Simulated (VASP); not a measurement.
Output of a VASP run:

File OSZICAR:
```
...
DAV:  10    -0.483054668448E+02   -0.69586E-01   -0.84837E-02   530   0.306E+00    0.184E-01
DAV:  11    -0.483669383944E+02   -0.61472E-01   -0.21728E-02   560   0.148E+00    0.206E-01
DAV:  12    -0.483641065938E+02    0.28318E-02   -0.37716E-03   578   0.542E-01    0.974E-02
DAV:  13    -0.483689785455E+02   -0.48720E-02   -0.14960E-03   580   0.433E-01    0.310E-02
DAV:  14    -0.483703955277E+02   -0.14170E-02   -0.15336E-03   556   0.340E-01    0.327E-02
DAV:  15    -0.483704471250E+02   -0.51597E-04   -0.69469E-05   776   0.760E-02    0.272E-02
DAV:  16    -0.483704965041E+02   -0.49379E-04   -0.15525E-05   602   0.356E-02    0.202E-02
DAV:  17    -0.483705076389E+02   -0.11135E-04   -0.15714E-05   540   0.250E-02    0.941E-03
DAV:  18    -0.483705149666E+02   -0.73276E-05   -0.64903E-06   500   0.227E-02    0.446E-03
DAV:  19    -0.483705176721E+02   -0.27055E-05   -0.36826E-06   462   0.176E-02    0.165E-03
DAV:  20    -0.483705183648E+02   -0.69277E-06   -0.43729E-07   398   0.652E-03
   1 F= -.48370518E+02 E0= -.48370518E+02  d E =-.483705E+02
       N       E                     dE             d eps       ncg     rms          rms(c)
DAV:   1    -0.498107923233E+02   -0.14403E+01   -0.40888E+01   692   0.715E+01    0.597E+00
DAV:   2    -0.486685518119E+02    0.11422E+01   -0.23311E+00   616   0.143E+01    0.236E+00
DAV:   3    -0.484447944433E+02    0.22376E+00   -0.86943E-01   640   0.946E+00    0.117E+00
DAV:   4    -0.484626893062E+02   -0.17895E-01   -0.24291E-02   552   0.104E+00    0.102E+00
DAV:   5    -0.483836271568E+02    0.79062E-01   -0.46197E-02   554   0.143E+00    0.242E-01
DAV:   6    -0.484620062016E+02   -0.78379E-01   -0.40927E-02   524   0.131E+00    0.729E-02
DAV:   7    -0.484607683719E+02    0.12378E-02   -0.13253E-03   584   0.301E-01    0.489E-02
DAV:   8    -0.484627813353E+02   -0.20130E-02   -0.13770E-03   536   0.296E-01    0.230E-02
DAV:   9    -0.484628648394E+02   -0.83504E-04   -0.23380E-04   632   0.153E-01    0.149E-02
DAV:  10    -0.484629036883E+02   -0.38849E-04   -0.11740E-04   528   0.954E-02    0.633E-03
DAV:  11    -0.484629323363E+02   -0.28648E-04   -0.23484E-05   538   0.560E-02    0.339E-03
DAV:  12    -0.484629386558E+02   -0.63195E-05   -0.11328E-05   574   0.346E-02    0.369E-03
DAV:  13    -0.484629385210E+02    0.13484E-06   -0.13342E-06   348   0.148E-02
   2 F= -.48462939E+02 E0= -.48462939E+02  d E =-.924202E-01
       N       E                     dE             d eps       ncg     rms          rms(c)
DAV:   1    -0.485690188058E+02   -0.10608E+00   -0.29719E+00   684   0.180E+01    0.164E+00
DAV:   2    -0.484816165390E+02    0.87402E-01   -0.17693E-01   644   0.396E+00    0.639E-01
DAV:   3    -0.484659638462E+02    0.15653E-01   -0.61983E-02   648   0.252E+00    0.274E-01
DAV:   4    -0.484668297830E+02   -0.86594E-03   -0.20443E-03   542   0.294E-01    0.223E-01
DAV:   5    -0.484638629461E+02    0.29668E-02   -0.29231E-03   560   0.334E-01    0.665E-02
DAV:   6    -0.484666762585E+02   -0.28133E-02   -0.17148E-03   526   0.263E-01    0.173E-02
DAV:   7    -0.484666871790E+02   -0.10921E-04   -0.12471E-04   568   0.621E-02    0.160E-02
DAV:   8    -0.484667522720E+02   -0.65093E-04   -0.50849E-05   534   0.593E-02    0.361E-03
DAV:   9    -0.484667488546E+02    0.34174E-05   -0.12638E-05   552   0.433E-02    0.263E-03
DAV:  10    -0.484667611958E+02   -0.12341E-04   -0.67418E-06   526   0.284E-02    0.194E-03
DAV:  11    -0.484667613123E+02   -0.11655E-06   -0.20018E-06   404   0.139E-02
   3 F= -.48466761E+02 E0= -.48466761E+02  d E =-.962429E-01
```

**OUTCAR**
```
------------------------ aborting loop because EDIFF is reached ----------------------------------------
  FORCE on cell =-STRESS in cart. coord.  units (eV):
  Direction    XX          YY          ZZ          XY          YZ          ZX
  --------------------------------------------------------------------------------------
  Total       -0.0210137     -0.0210137     -0.0210137      0.0000000     -0.0000000     -0.0000000
  in kB       -0.1545832     -0.1545832     -0.1545832      0.0000000     -0.0000000     -0.0000000
  external PRESSURE =      -0.1545832 kB  Pullay stress =       0.0000000 kB
  volume of cell :      217.80
      direct lattice vectors                 reciprocal lattice vectors
     6.016586334 -0.000000000 -0.000000000     0.166207205 -0.000000000 -0.000000000
     0.000000000  6.016586334 -0.000000000     0.000000000  0.166207205 -0.000000000
     0.000000000  0.000000000  6.016586334     0.000000000  0.000000000  0.166207205
 POSITION                                       TOTAL-FORCE (eV/Angst)
 -----------------------------------------------------------------------------------
      0.00000      0.00000      0.00000         0.000000     -0.000000      0.000000
      3.00829      3.00829      3.00829        -0.000000      0.000000      0.000000
      3.00829      0.00000      3.00829         0.000000     -0.000000      0.000000
      0.00000      3.00829      3.00829         0.000000     -0.000000      0.000000
      3.00829      3.00829     -0.00000         0.000000     -0.000000      0.000000
 -----------------------------------------------------------------------------------
    total drift:                                0.000000     -0.000000     -0.000000
  FREE ENERGIE OF THE ION-ELECTRON SYSTEM (eV)
  ---------------------------------------------------
  free  energy   TOTEN  =       -48.4667613123 eV

  energy  without entropy=      -48.4667613123  energy(sigma->0) =      -48.46676131

 reached required accuracy - stopping structural energy minimisation
```
(Selected blocks of OUTCAR.)

File POSCAR:
```
CsPbBr3
1
    5.8473348042     0.0000000000    -0.0000000000
   -0.0000000000     5.8473348042    -0.0000000000
    0.0000000000     0.0000000000     5.8473348042
Cs Pb Br
1 1 3
Direct
  0.0000000000   0.0000000000   0.0000000000
  0.5000000000   0.5000000000   0.5000000000
  0.5000000000   0.0000000000   0.5000000000
  0.0000000000   0.5000000000   0.5000000000
  0.5000000000   0.5000000000   0.0000000000
```

Write an INCAR and KPOINTS that could have produced this output.

This is not unique; one that fits is the input of the run itself, TPSS meta-GGA, plane waves, VASP's PBE PAW potentials (set 64).

File KPOINTS:
```
Automatic mesh
0
Gamma
4 4 4
0 0 0
```

**INCAR**
```
! general
SYSTEM =CsPbBr3
PREC   =Accurate
ENCUT  =520   ! plane-wave cut-off (eV)
LREAL  =.FALSE.   ! projection in real space or not
LASPH  =.TRUE.

! electronic loop
EDIFF  =1E-6
NELM   =100
ALGO   =Normal
LMAXMIX=4   ! l cut-off of mixed one-centre charges
LMIXTAU=.TRUE.

! smearing
ISMEAR =0
SIGMA  =0.05

! functional
METAGGA=TPSS

! ions
IBRION =2
NSW    =60   ! most ionic steps
ISIF   =3   ! ions, shape and volume
EDIFFG =-0.02

! output
LWAVE  =.FALSE.
LCHARG =.FALSE.
```

POTCAR, in this order: Cs_sv Pb_d Br (PBE.64 set). Program: vasp_std.

Energy and stress use the plane-wave basis of the starting cell.

The compound is CsPbBr3 in the cubic perovskite structure, the ideal cubic form; the compound distorts at low or room temperature. This run relaxes it. Symmetry was kept, so distortions that lower it aren't found. The start is the result of an earlier pass.
